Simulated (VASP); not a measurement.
# WF (R3m) in VASP: further runs, part 2 of 2

VASP 6.6.1.

## (3) Band structure, LDA, spin-orbit coupling, no magnetisation

POSCAR reads:

```
WF
1.0
    1.3658900000      0.7886000000      5.0696000000
   -1.3658900000      0.7886000000      5.0696000000
    0.0000000000     -1.5771900000      5.0696000000
W F
1 1
Direct
    0.8141200000      0.8141200000      0.8141200000
    0.9371200000      0.9371200000      0.9371200000
```

INCAR.step1 reads:

```
PREC = Accurate
ENCUT = 520
EDIFF = 1E-6
ISMEAR = -1
SIGMA = 0.05
LREAL = False
LASPH = True
NELM = 100
ALGO = Normal
ISIF = 2
LWAVE = False
LCHARG = True
MAGMOM = 0 0 0 0 0 0
LORBIT = 11
LSORBIT = True
GGA_COMPAT = False
LMAXMIX = 4
NBANDS = 33
```

KPOINTS.step1 reads:

```
Automatic mesh
0
Gamma
  8 8 8
```

INCAR.step2 reads:

```
PREC = Accurate
ENCUT = 520
EDIFF = 1E-6
ISMEAR = 0
SIGMA = 0.05
LREAL = False
LASPH = True
NELM = 100
ALGO = Normal
ISIF = 2
LWAVE = False
LCHARG = False
MAGMOM = 0 0 0 0 0 0
LORBIT = 11
LSORBIT = True
GGA_COMPAT = False
LMAXMIX = 4
NBANDS = 33
ICHARG = 11
```

KPOINTS.step2 reads:

```
path GLB1,BZGX,QFP1Z,LP
20
line-mode
reciprocal
 0.0000000000  0.0000000000  0.0000000000  G
 0.5000000000  0.0000000000  0.0000000000  L

 0.5000000000  0.0000000000  0.0000000000  L
 0.5000000000  0.1827980402 -0.1827980402  B1

 0.8172019598  0.5000000000  0.1827980402  B
 0.5000000000  0.5000000000  0.5000000000  Z

 0.5000000000  0.5000000000  0.5000000000  Z
 0.0000000000  0.0000000000  0.0000000000  G

 0.0000000000  0.0000000000  0.0000000000  G
 0.3413990201  0.0000000000 -0.3413990201  X

 0.6586009799  0.3413990201  0.0000000000  Q
 0.5000000000  0.5000000000  0.0000000000  F

 0.5000000000  0.5000000000  0.0000000000  F
 0.6586009799  0.6586009799  0.1827980402  P1

 0.6586009799  0.6586009799  0.1827980402  P1
 0.5000000000  0.5000000000  0.5000000000  Z

 0.5000000000  0.0000000000  0.0000000000  L
 0.8172019598  0.3413990201  0.3413990201  P
```

Potentials or basis: VASP PAW LDA potentials, release 64 (W_sv, F).

Command:

```console
> cat potpaw_LDA.64/W_sv/POTCAR potpaw_LDA.64/F/POTCAR > POTCAR
> cp INCAR.step1 INCAR
> cp KPOINTS.step1 KPOINTS
> mpirun -np 1 vasp_ncl > vasp.out
> cp INCAR.step2 INCAR
> cp KPOINTS.step2 KPOINTS
> mpirun -np 1 vasp_ncl > vasp.out
```

OUTCAR:

```text
PREC = Accurate
   ENCUT = 520
   EDIFF = 1E-6
   ISMEAR = 0
   LREAL = False
   LASPH = True
   NELM = 100
   ISIF = 2
   LORBIT = 11
   LSORBIT = True
   ICHARG = 11

 ion  position               nearest neighbor table
   1  0.814  0.814  0.814-   2 1.87
   2  0.937  0.937  0.937-   1 1.87

  LATTYP: Found a trigonal (rhomboedric) cell.
 ALAT       =     5.3092739251
 COS(alpha) =     0.8676295086

  Lattice vectors:

 A1 = (   1.3658900000,   0.7886000000,   5.0696000000)
 A2 = (  -1.3658900000,   0.7886000000,   5.0696000000)
 A3 = (   0.0000000000,  -1.5771900000,   5.0696000000)

Analysis of symmetry for initial positions (statically):
=====================================================================
 Subroutine PRICEL returns:
 Original cell was already a primitive cell.

 Routine SETGRP: Setting up the symmetry group for a
 trigonal (rhombohedral) supercell.

 Subroutine GETGRP returns: Found  6 space group operations
 (whereof  6 operations were pure point group operations)
 out of a pool of 12 trial point group operations.

The static configuration has the point symmetry C_3v.

Analysis of symmetry for dynamics (positions and initial velocities):
=====================================================================
 Subroutine PRICEL returns:
 Original cell was already a primitive cell.

 Routine SETGRP: Setting up the symmetry group for a
 trigonal (rhombohedral) supercell.

 Subroutine GETGRP returns: Found  6 space group operations
 (whereof  6 operations were pure point group operations)
 out of a pool of 12 trial point group operations.

[... 1045 lines left out ...]
     0.000000000 -1.577190000  5.069600000     0.000000000 -0.422691786  0.065751685

 POSITION                                       TOTAL-FORCE (eV/Angst)
 -----------------------------------------------------------------------------------
      0.00000      0.00001     12.38179         0.000000      0.000000      0.229124
      0.00000      0.00001     14.25247         0.000000     -0.000000     -0.229124
 -----------------------------------------------------------------------------------
    total drift:                                0.000000      0.000014      0.021553

  FREE ENERGIE OF THE ION-ELECTRON SYSTEM (eV)
  ---------------------------------------------------
  free  energy   TOTEN  =       -18.6318837359 eV

  energy  without entropy=      -18.6268627740  energy(sigma->0) =      -18.62937325

 Spin-Orbit-Coupling matrix elements

 Ion:    1  E_soc:     -1.7096322
 l=   1
     0.0000000    -0.2327636    -0.2380373
    -0.2327636     0.0000000    -0.2327636
    -0.2380373    -0.2327636     0.0000000
 l=   2
     0.0000000    -0.0108595     0.0000000    -0.0108595    -0.0552468
    -0.0108595     0.0000000    -0.0202767    -0.0120135    -0.0108595
     0.0000000    -0.0202767     0.0000000    -0.0202767     0.0000000
    -0.0108595    -0.0120135    -0.0202767     0.0000000    -0.0108595
    -0.0552468    -0.0108595     0.0000000    -0.0108595     0.0000000
 l=   3
     0.0000000     0.0000000     0.0000000     0.0000000     0.0000000     0.0000000     0.0000000
     0.0000000     0.0000000     0.0000000     0.0000000     0.0000000     0.0000000     0.0000000
     0.0000000     0.0000000     0.0000000     0.0000000     0.0000000     0.0000000     0.0000000
     0.0000000     0.0000000     0.0000000     0.0000000     0.0000000     0.0000000     0.0000000
     0.0000000     0.0000000     0.0000000     0.0000000     0.0000000     0.0000000     0.0000000
     0.0000000     0.0000000     0.0000000     0.0000000     0.0000000     0.0000000     0.0000000
     0.0000000     0.0000000     0.0000000     0.0000000     0.0000000     0.0000000     0.0000000

 Ion:    2  E_soc:     -0.0010580
 l=   1
     0.0000000    -0.0001587    -0.0002117
    -0.0001587     0.0000000    -0.0001587
    -0.0002117    -0.0001587     0.0000000
 l=   2
     0.0000000     0.0000000     0.0000000     0.0000000     0.0000000
     0.0000000     0.0000000     0.0000000     0.0000000     0.0000000
     0.0000000     0.0000000     0.0000000     0.0000000     0.0000000
     0.0000000     0.0000000     0.0000000     0.0000000     0.0000000
     0.0000000     0.0000000     0.0000000     0.0000000     0.0000000
 l=   3
     0.0000000     0.0000000     0.0000000     0.0000000     0.0000000     0.0000000     0.0000000
     0.0000000     0.0000000     0.0000000     0.0000000     0.0000000     0.0000000     0.0000000
     0.0000000     0.0000000     0.0000000     0.0000000     0.0000000     0.0000000     0.0000000
     0.0000000     0.0000000     0.0000000     0.0000000     0.0000000     0.0000000     0.0000000
     0.0000000     0.0000000     0.0000000     0.0000000     0.0000000     0.0000000     0.0000000
     0.0000000     0.0000000     0.0000000     0.0000000     0.0000000     0.0000000     0.0000000
     0.0000000     0.0000000     0.0000000     0.0000000     0.0000000     0.0000000     0.0000000

 total charge

# of ion       s       p       d       tot
------------------------------------------
    1        2.428   6.169   3.538  12.135
    2        1.738   4.315   0.000   6.053
--------------------------------------------------
tot          4.166  10.484   3.538  18.187

 magnetization (x)

# of ion       s       p       d       tot
------------------------------------------
    1        0.000   0.000  -0.000  -0.000
    2        0.000  -0.000   0.000  -0.000
--------------------------------------------------
tot          0.000  -0.000  -0.000  -0.000

 magnetization (y)

# of ion       s       p       d       tot
------------------------------------------
    1        0.000   0.000   0.000   0.000
    2        0.000   0.000   0.000   0.000
--------------------------------------------------
tot          0.000   0.000   0.000   0.000

 magnetization (z)

# of ion       s       p       d       tot
------------------------------------------
    1        0.000   0.000   0.000   0.000
    2        0.000   0.000   0.000   0.000
--------------------------------------------------
tot          0.000   0.000   0.000   0.000
```

OUTCAR.step1:

```text
PREC = Accurate
   ENCUT = 520
   EDIFF = 1E-6
   ISMEAR = -1
   LREAL = False
   LASPH = True
   NELM = 100
[... 1174 lines left out ...]
tot          0.000   0.000  -0.000  -0.000

 magnetization (y)

# of ion       s       p       d       tot
------------------------------------------
    1        0.000   0.000   0.000   0.000
    2        0.000   0.000   0.000   0.000
--------------------------------------------------
tot          0.000   0.000   0.000   0.000

 magnetization (z)

# of ion       s       p       d       tot
------------------------------------------
    1        0.000   0.000   0.000   0.000
    2        0.000   0.000   0.000   0.000
--------------------------------------------------
tot          0.000   0.000   0.000   0.000
```

OSZICAR.step1:

```text
N       E                     dE             d eps       ncg     rms          rms(c)
DAV:   1     0.241092695551E+03    0.24109E+03   -0.12303E+04  7952   0.138E+03
DAV:   2    -0.550471762963E+01   -0.24660E+03   -0.23654E+03  8746   0.438E+02
DAV:   3    -0.195436161912E+02   -0.14039E+02   -0.13852E+02  9259   0.108E+02
DAV:   4    -0.197089783815E+02   -0.16536E+00   -0.16528E+00  8503   0.127E+01
DAV:   5    -0.197111620375E+02   -0.21837E-02   -0.21836E-02  9344   0.142E+00    0.220E+01
DAV:   6    -0.185364811615E+02    0.11747E+01   -0.27421E+00  9005   0.197E+01    0.894E+00
DAV:   7    -0.183846636765E+02    0.15182E+00   -0.62820E-01  8768   0.773E+00    0.434E+00
DAV:   8    -0.183360114193E+02    0.48652E-01   -0.84846E-02  9039   0.371E+00    0.636E-01
DAV:   9    -0.183355040146E+02    0.50740E-03   -0.88581E-03  8568   0.850E-01    0.319E-01
DAV:  10    -0.183350734774E+02    0.43054E-03   -0.11248E-03  9042   0.444E-01    0.821E-02
DAV:  11    -0.183350475372E+02    0.25940E-04   -0.89203E-05  8729   0.113E-01    0.247E-02
DAV:  12    -0.183350513532E+02   -0.38160E-05   -0.17437E-05  9018   0.439E-02    0.137E-02
DAV:  13    -0.183350516817E+02   -0.32844E-06   -0.30282E-06  9038   0.200E-02
   1 F= -.18335052E+02 E0= -.18331329E+02  d E =-.744444E-02  mag=    -0.0000    -0.0000    -0.0000
```

Run time: 21 min. Hardware: 1 thread of Intel Xeon Platinum 8488C (Sapphire Rapids), shared host; peak memory 0.51 GiB.

Caveat: the log is that of the step along the path at fixed density, whose energy, stress, charges and moments have no meaning.

## (4) Band structure, TPSS

INCAR reads:

```
SYSTEM = WF
  PREC = Accurate
  ENCUT = 520
  EDIFF = 1E-6
  ISMEAR = -1
  SIGMA = 0.05
  LREAL = .FALSE.
  LASPH = .TRUE.
  NELM = 60
  ALGO = Normal
  ISIF = 2
  LWAVE = .FALSE.
  LCHARG = .FALSE.
  LMAXMIX = 4
  METAGGA = TPSS
  LMIXTAU = .TRUE.
  NBANDS = 18
```

KPOINTS reads:

```
Automatic mesh
0
G
  11 11 11
  0 0 0
```

POSCAR is that of step 3.

KPOINTS_OPT reads:

```
path GLB1,BZGX,QFP1Z,LP
15
line-mode
reciprocal
 0.0000000000  0.0000000000  0.0000000000  G
 0.5000000000  0.0000000000  0.0000000000  L

 0.5000000000  0.0000000000  0.0000000000  L
 0.5000000000  0.1827980402 -0.1827980402  B1

 0.8172019598  0.5000000000  0.1827980402  B
 0.5000000000  0.5000000000  0.5000000000  Z

 0.5000000000  0.5000000000  0.5000000000  Z
 0.0000000000  0.0000000000  0.0000000000  G

 0.0000000000  0.0000000000  0.0000000000  G
 0.3413990201  0.0000000000 -0.3413990201  X

 0.6586009799  0.3413990201  0.0000000000  Q
 0.5000000000  0.5000000000  0.0000000000  F

 0.5000000000  0.5000000000  0.0000000000  F
 0.6586009799  0.6586009799  0.1827980402  P1

 0.6586009799  0.6586009799  0.1827980402  P1
 0.5000000000  0.5000000000  0.5000000000  Z

 0.5000000000  0.0000000000  0.0000000000  L
 0.8172019598  0.3413990201  0.3413990201  P
```

Potentials or basis: VASP PAW PBE potentials, release 64 (W_sv, F).

Command:

```console
> cat potpaw_PBE.64/W_sv/POTCAR potpaw_PBE.64/F/POTCAR > POTCAR
> mpirun -np 1 vasp_std > vasp.out
```

OUTCAR:

```text
SYSTEM = WF
   PREC = Accurate
   ENCUT = 520
   EDIFF = 1E-6
   ISMEAR = -1
   LREAL = .FALSE.
   LASPH = .TRUE.
   NELM = 60
   ISIF = 2
   METAGGA = TPSS

 ion  position               nearest neighbor table
   1  0.814  0.814  0.814-   2 1.87
   2  0.937  0.937  0.937-   1 1.87

  LATTYP: Found a trigonal (rhomboedric) cell.
 ALAT       =     5.3092739251
 COS(alpha) =     0.8676295086

  Lattice vectors:

 A1 = (   1.3658900000,   0.7886000000,   5.0696000000)
 A2 = (  -1.3658900000,   0.7886000000,   5.0696000000)
 A3 = (   0.0000000000,  -1.5771900000,   5.0696000000)

Analysis of symmetry for initial positions (statically):
=====================================================================
 Subroutine PRICEL returns:
 Original cell was already a primitive cell.

 Routine SETGRP: Setting up the symmetry group for a
 trigonal (rhombohedral) supercell.

 Subroutine GETGRP returns: Found  6 space group operations
 (whereof  6 operations were pure point group operations)
 out of a pool of 12 trial point group operations.

The static configuration has the point symmetry C_3v.

[... 157 lines left out ...]

  energy without entropy =      -19.61992778  energy(sigma->0) =      -19.62507778

 E-fermi :   4.5527     XC(G=0): -10.8786

 val. band max:        4.5518223133   @ k =   0.1818   0.1818   0.0909
 cond. band min:       4.5536901321   @ k =  -0.3636   0.4545   0.3636
 fundamental gap:      0.0018678189
 Fermi energy:         4.5526857210

 k-point     1 :       0.0000    0.0000    0.0000
  band No.  band energies     occupation
      1     -69.9431      2.00000
      2     -34.5584      2.00000
      3     -33.2661      2.00000
      4     -33.2661      2.00000
      5     -20.2440      2.00000
      6      -2.1181      2.00000
[... 481 lines left out ...]
      5     -19.9196      2.00000
      6      -1.8009      2.00000
[... 10 lines left out ...]
     17      19.7662      0.00000
     18      20.6204      0.00000

 [... further k-points ...]

------------------------ aborting loop because EDIFF is reached ----------------------------------------

  FORCE on cell =-STRESS in cart. coord.  units (eV):
  Direction    XX          YY          ZZ          XY          YZ          ZX
  --------------------------------------------------------------------------------------
  -------------------------------------------------------------------------------------
  Total       -0.1681506     -0.1681505      0.6689910      0.0000000      0.0000004      0.0000000
  in kB       -8.2226793     -8.2226732     32.7141212      0.0000000      0.0000215      0.0000000
  external PRESSURE =       5.4229229 kB  Pullay stress =       0.0000000 kB

 VOLUME and BASIS-vectors are now :
 -----------------------------------------------------------------------------
  energy-cutoff  :      520.00
  volume of cell :       32.76
      direct lattice vectors                 reciprocal lattice vectors
     1.365890000  0.788600000  5.069600000     0.366061689  0.211345893  0.065751268
    -1.365890000  0.788600000  5.069600000    -0.366061689  0.211345893  0.065751268
     0.000000000 -1.577190000  5.069600000     0.000000000 -0.422691786  0.065751685

 POSITION                                       TOTAL-FORCE (eV/Angst)
 -----------------------------------------------------------------------------------
      0.00000      0.00001     12.38179         0.000000     -0.000000     -0.484993
      0.00000      0.00001     14.25247         0.000000      0.000000      0.484993
 -----------------------------------------------------------------------------------
    total drift:                                0.000000      0.000015      0.000060

  FREE ENERGIE OF THE ION-ELECTRON SYSTEM (eV)
  ---------------------------------------------------
  free  energy   TOTEN  =       -19.6302277761 eV

  energy  without entropy=      -19.6199277839  energy(sigma->0) =      -19.62507778
```

stdout:

```text
POSCAR found type information on POSCAR W F
 POSCAR found :  2 types and       2 ions
 scaLAPACK will be used
 -----------------------------------------------------------------------------
|                                                                             |
|                                                                             |
|     You enforced a specific xc type in the INCAR file but a different       |
|     I HOPE YOU KNOW WHAT YOU ARE DOING!                                     |
|                                                                             |
 -----------------------------------------------------------------------------

 LDA part: xc-table for (None), standard interpolation
 POSCAR, INCAR and KPOINTS ok, starting setup
 FFT: planning ... GRIDC
 FFT: planning ... GRID_SOFT
 FFT: planning ... GRID
 WAVECAR not read
 entering main loop
 Start KPOINTS_OPT (optional k-point list driver)
k-point batch [1-135\135]
```

It took 11 min on 1 thread of Intel Xeon 6975P-C (Granite Rapids), shared host; peak memory 0.32 GiB.

Results:

```yaml
Free_energy: -19.6302 eV
Pressure: 0.5 GPa
Largest_force: 0.485 eV/Å
Band_gap_along_the_path: none (metal or under the smearing width)
```

Forces in eV/Å, atoms in the order of the input:
```
W    0.000  0.000 -0.485
F    0.000  0.000  0.485
```

Levels at the corners of the path, in eV from the Fermi level:
```
point  band 8  band 9  band 10  band 11  band 12  band 13
    Γ   -4.09   -4.09    -0.23    -0.16    -0.16     3.70
    L   -4.63   -4.61    -1.65     2.62     3.41     4.02
    L   -4.63   -4.61    -1.65     2.62     3.41     4.02
   B1   -5.88   -1.30    -0.89    -0.06     0.06     4.17
    B   -5.88   -1.30    -0.89    -0.06     0.06     4.17
    Z   -4.08   -4.08    -0.16    -0.16     0.95     3.67
    Z   -4.08   -4.08    -0.16    -0.16     0.95     3.67
    Γ   -4.09   -4.09    -0.23    -0.16    -0.16     3.70
    Γ   -4.09   -4.09    -0.23    -0.16    -0.16     3.70
    X   -5.94   -1.20    -0.93    -0.04    -0.02     4.14
    Q   -5.94   -1.20    -0.93    -0.04    -0.02     4.14
    F   -4.62   -4.58    -1.41     2.51     3.52     4.24
    F   -4.62   -4.58    -1.41     2.51     3.52     4.24
   P1   -4.61   -4.58    -1.46     2.54     3.56     4.01
   P1   -4.61   -4.58    -1.46     2.54     3.56     4.01
    Z   -4.08   -4.08    -0.16    -0.16     0.95     3.67
    L   -4.63   -4.61    -1.65     2.62     3.41     4.02
    P   -4.61   -4.58    -1.46     2.54     3.56     4.01
```

Caveat: the PAW data sets were made with another functional, which shifts forces and pressure a little; spin-orbit coupling is left out, which moves the levels of the heavy elements; an odd number of electrons without spin polarisation forces a metal; a magnetic or distorted state may lie lower.

## (5) For comparison

An earlier run on the cell as given: functional PBE; potentials or basis VASP PAW PBE potentials, release 64 (W_sv, F); cutoff 520 eV; k mesh 11 × 11 × 11; occupations fermi-dirac, width 0.05 eV; no spin polarisation.

* Pressure: 1.7 GPa
* Largest force: 0.401 eV/Å
* Band gap on the k mesh: none (metal or under the smearing width)

## (6) The runs side by side

```csv
task,level,potentials or basis,spin,k mesh,pressure (GPa),largest force (eV/Å)
band structure,SCAN,"VASP PAW PBE potentials, release 64 (W_sv, F)",off,11 × 11 × 11,-5.6,0.06
band structure,LDA,"VASP PAW LDA potentials, release 64 (W_sv, F)","SOC, no magnetisation",8 × 8 × 8,-,-
band structure,TPSS,"VASP PAW PBE potentials, release 64 (W_sv, F)",off,11 × 11 × 11,0.5,0.48
single point,PBE,"VASP PAW PBE potentials, release 64 (W_sv, F)",off,11 × 11 × 11,1.7,0.40
```

Alike in all rows: cell as given; cutoff (eV) 520; smearing fermi-dirac 0.05 eV.

Caveats: an odd number of electrons without spin polarisation forces a metal (some runs); a magnetic or distorted state may lie lower (some runs); the PAW data sets were made with another functional, which shifts forces and pressure a little (some runs); spin-orbit coupling is left out, which moves the levels of the heavy elements (some runs).

Absolute energies hang on the potentials; compare differences alone.
